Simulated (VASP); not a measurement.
Here is the system:

```
CELL_PARAMETERS angstrom
      1.51245    -2.61965     0.00000
      1.51245     2.61965     0.00000
      0.00000     0.00000     3.20361
ATOMIC_POSITIONS crystal
  Ti 0.00000 0.00000 0.00000
  B  0.33333 0.66667 0.50000
  B  0.66667 0.33333 0.50000
```

Calculation: TPSS meta-GGA, VASP's PBE PAW potentials (set 64) (plane waves; VASP). Run with 520 eV cut-off, 13×13×11 Γ-centred mesh, tetrahedra with Blöchl corrections, potentials Ti_sv B.

The cores are frozen, which limits the accuracy of field gradients.

Give the principal components of the electric field gradient (V/Å²) and the asymmetry η at each nucleus.

```tsv
atom	Vxx	Vyy	Vzz	η
Ti1	-8.7	-8.7	17.4	0.00
B2	-2.0	-2.0	4.0	0.00
B3	-2.0	-2.0	4.0	0.00
```

The compound is TiB2 in the AlB2 type structure. It was relaxed first.
